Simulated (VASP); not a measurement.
Level of theory: AM05 GGA, VASP's PBE PAW potentials (set 64) (plane waves; VASP 6.6.1).

A VASP calculation is set up with these files.

**INCAR**
```
SYSTEM = Mo
PREC = Accurate
ENCUT = 520
EDIFF = 1E-7
NELM = 100
ALGO = Normal
LREAL = .FALSE.
LASPH = .TRUE.
ISMEAR = 1
SIGMA = 0.1
GGA = AM
LMAXMIX = 4
LWAVE = .FALSE.
LCHARG = .FALSE.
ISIF = 2
```

### KPOINTS
```
Automatic mesh
0
Gamma
16 16 16
0 0 0
```

### POSCAR
```
Mo
2.7356840
 -0.5773502145   0.5773502145   0.5773502145
  0.5773502145  -0.5773502145   0.5773502145
  0.5773502145   0.5773502145  -0.5773502145
Mo
1
Cartesian
  0.0000000000   0.0000000000   0.0000000000
```

POTCAR, in this order: Mo_sv (PBE.64 set). Program: vasp_std.

What VASP printed:

**OUTCAR**
```
 ion  position               nearest neighbor table
   1  0.000  0.000  0.000-
  LATTYP: Found a body centered cubic cell.
 ALAT       =     3.1588954886
 Subroutine PRICEL returns:
 Original cell was already a primitive cell.
 Subroutine GETGRP returns: Found 48 space group operations
The static configuration has the point symmetry O_h .
The dynamic configuration has the point symmetry O_h .
 Subroutine INISYM returns: Found 48 space group operations
 Subroutine IBZKPT returns following result:
 Found    145 irreducible k-points:

 Following reciprocal coordinates:
            Coordinates               Weight
  0.000000  0.000000  0.000000      1.000000
  0.062500  0.000000  0.000000     12.000000
  0.125000  0.000000  0.000000     12.000000
  0.187500  0.000000  0.000000     12.000000
  0.250000  0.000000  0.000000     12.000000
  0.312500  0.000000  0.000000     12.000000
  0.375000  0.000000  0.000000     12.000000
  0.437500  0.000000  0.000000     12.000000
  0.500000  0.000000  0.000000      6.000000
  0.062500  0.062500  0.000000     24.000000
  0.125000  0.062500  0.000000     48.000000
  0.187500  0.062500  0.000000     48.000000
  0.250000  0.062500  0.000000     48.000000
  0.312500  0.062500 -0.000000     48.000000
  0.375000  0.062500  0.000000     48.000000
  0.437500  0.062500  0.000000     48.000000
  0.125000  0.125000  0.000000     24.000000
  0.187500  0.125000  0.000000     48.000000
  0.250000  0.125000  0.000000     48.000000
  0.312500  0.125000  0.000000     48.000000
  0.375000  0.125000  0.000000     48.000000
  0.437500  0.125000  0.000000     24.000000
  0.187500  0.187500  0.000000     24.000000
  0.250000  0.187500  0.000000     48.000000
  0.312500  0.187500  0.000000     48.000000
  0.375000  0.187500  0.000000     48.000000
  0.250000  0.250000  0.000000     24.000000
  0.312500  0.250000  0.000000     48.000000
  0.375000  0.250000  0.000000     24.000000
  0.312500  0.312500  0.000000     24.000000
  0.062500  0.062500  0.062500      8.000000
  0.125000  0.062500  0.062500     24.000000
  0.187500  0.062500  0.062500     24.000000
  0.250000  0.062500  0.062500     24.000000
  0.312500  0.062500  0.062500     24.000000
  0.375000  0.062500  0.062500     24.000000
  0.437500  0.062500  0.062500     12.000000
 -0.062500  0.062500  0.062500      6.000000
  0.125000  0.125000  0.062500     24.000000
  0.187500  0.125000  0.062500     48.000000
   k-points           NKPTS =    145   k-points in BZ     NKDIM =    145   number of bands    NBANDS=     11
   number of dos      NEDOS =    301   number of ions     NIONS =      1
   total plane-waves  NPLWV =   8000
   dimension x,y,z NGX =    20 NGY =   20 NGZ =   20
   dimension x,y,z NGXF=    40 NGYF=   40 NGZF=   40
   ions per type =               1
   PREC   = accura    normal or accurate (medium, high low for compatibility)
   ISTART =      0    job   : 0-new  1-cont  2-samecut
   ICHARG =      2    charge: 1-file 2-atom 10-const
   ISPIN  =      1    spin polarized calculation?
   LNONCOLLINEAR =      F non collinear calculations
   LSORBIT =      F    spin-orbit coupling
   INIWAV =      1    electr: 0-lowe 1-rand  2-diag
   ENCUT  =  520.0 eV  38.22 Ry    6.18 a.u.   5.09  5.09  5.09*2*pi/ulx,y,z
   NELM   =    100;   NELMIN=  2; NELMDL= -5     # of ELM steps
   EDIFF  = 0.1E-06   stopping-criterion for ELM
   LREAL  =      F    real-space projection
   NLSPLINE    = F    spline interpolate recip. space projectors
   LMAXMIX     =    4 max onsite mixed and CHGCAR
   VOSKOWN=      0    Vosko Wilk Nusair interpolation
...
```

### OSZICAR
```
       N       E                     dE             d eps       ncg     rms          rms(c)
DAV:   1     0.922223706727E+02    0.92222E+02   -0.83052E+03  3198   0.130E+03
DAV:   2    -0.109314170354E+02   -0.10315E+03   -0.99971E+02  3445   0.346E+02
DAV:   3    -0.122926831555E+02   -0.13613E+01   -0.13523E+01  3710   0.397E+01
DAV:   4    -0.122962789126E+02   -0.35958E-02   -0.35954E-02  3508   0.239E+00
DAV:   5    -0.122962975476E+02   -0.18635E-04   -0.18637E-04  3700   0.169E-01    0.154E+01
DAV:   6    -0.116237903437E+02    0.67251E+00   -0.11825E+00  3436   0.130E+01    0.399E+00
DAV:   7    -0.115303087090E+02    0.93482E-01   -0.23342E-01  3726   0.533E+00    0.103E+00
DAV:   8    -0.115245831506E+02    0.57256E-02   -0.48747E-03  3295   0.103E+00    0.188E-01
DAV:   9    -0.115244778333E+02    0.10532E-03   -0.23750E-04  3691   0.191E-01    0.736E-02
DAV:  10    -0.115244861016E+02   -0.82682E-05   -0.98030E-06  3463   0.409E-02    0.516E-03
DAV:  11    -0.115244859350E+02    0.16657E-06   -0.73926E-07  3774   0.970E-03    0.113E-03
DAV:  12    -0.115244858824E+02    0.52576E-07   -0.84804E-09  1907   0.127E-03
   1 F= -.11524486E+02 E0= -.11524691E+02  d E =0.614008E-03
```

File OUTCAR:
```
------------------------ aborting loop because EDIFF is reached ----------------------------------------
  FORCE on cell =-STRESS in cart. coord.  units (eV):
  Direction    XX          YY          ZZ          XY          YZ          ZX
  --------------------------------------------------------------------------------------
  Total       -0.8198080     -0.8198080     -0.8198080      0.0000000     -0.0000000      0.0000000
  in kB      -83.3387489    -83.3387489    -83.3387489      0.0000000     -0.0000000      0.0000000
  external PRESSURE =     -83.3387489 kB  Pullay stress =       0.0000000 kB
  volume of cell :       15.76
      direct lattice vectors                 reciprocal lattice vectors
    -1.579447744  1.579447744  1.579447744     0.000000000  0.316566345  0.316566345
     1.579447744 -1.579447744  1.579447744     0.316566345  0.000000000  0.316566345
     1.579447744  1.579447744 -1.579447744     0.316566345  0.316566345  0.000000000
 POSITION                                       TOTAL-FORCE (eV/Angst)
 -----------------------------------------------------------------------------------
      0.00000      0.00000      0.00000         0.000000      0.000000     -0.000000
 -----------------------------------------------------------------------------------
    total drift:                                0.000000     -0.000000      0.000000
  FREE ENERGIE OF THE ION-ELECTRON SYSTEM (eV)
  ---------------------------------------------------
  free  energy   TOTEN  =       -11.5244858824 eV

  energy  without entropy=      -11.5250998907  energy(sigma->0) =      -11.52469055
```
(Selected blocks of OUTCAR.)

### OUTCAR
```
 val. band max:       12.2915890053   @ k =  -0.1875   0.1875   0.1875

 cond. band min:      12.3274759740   @ k =  -0.1875   0.1875   0.0625


 Fermi energy:        12.3197529294

 k-point     1 :       0.0000    0.0000    0.0000
  band No.  band energies     occupation
      1     -48.8320      2.00000
      2     -22.1638      2.00000
      3     -22.1638      2.00000
      4     -22.1638      2.00000
      5       5.0561      2.00000
      6      10.9909      2.00000
      7      10.9909      2.00000
      8      10.9909      2.00000
      9      13.9569     -0.00000
     10      13.9569     -0.00000
     11      27.1019      0.00000

 k-point     2 :       0.0625    0.0000    0.0000
  band No.  band energies     occupation
      1     -48.8223      2.00000
      2     -22.2198      2.00000
      3     -22.1811      2.00000
      4     -22.1642      2.00000
      5       5.2279      2.00000
      6      10.8938      2.00000
      7      10.9744      2.00000
      8      11.1518      2.00000
      9      13.8146     -0.00000
     10      13.9597     -0.00000
     11      27.2301      0.00000

 k-point     3 :       0.1250    0.0000    0.0000
  band No.  band energies     occupation
      1     -48.7948      2.00000
      2     -22.3773      2.00000
      3     -22.2299      2.00000
      4     -22.1654      2.00000
      5       5.7116      2.00000
      6      10.6291      2.00000
      7      10.8975      2.00000
      8      11.6260      2.00000
      9      13.5286     -0.00000
     10      13.9758     -0.00000
     11      27.5108      0.00000

 k-point     4 :       0.1875    0.0000    0.0000
  band No.  band energies     occupation
      1     -48.7535      2.00000
      2     -22.6083      2.00000
      3     -22.3023      2.00000
      4     -22.1672      2.00000
      5       6.3951      2.00000
      6      10.2616      2.00000
      7      10.7533      2.00000
      8      12.3876      0.09610
      9      13.3670     -0.00000
...
```

The compound is Mo in the bcc structure. This cell is one point of a volume scan, at 1.03 of the reference volume.
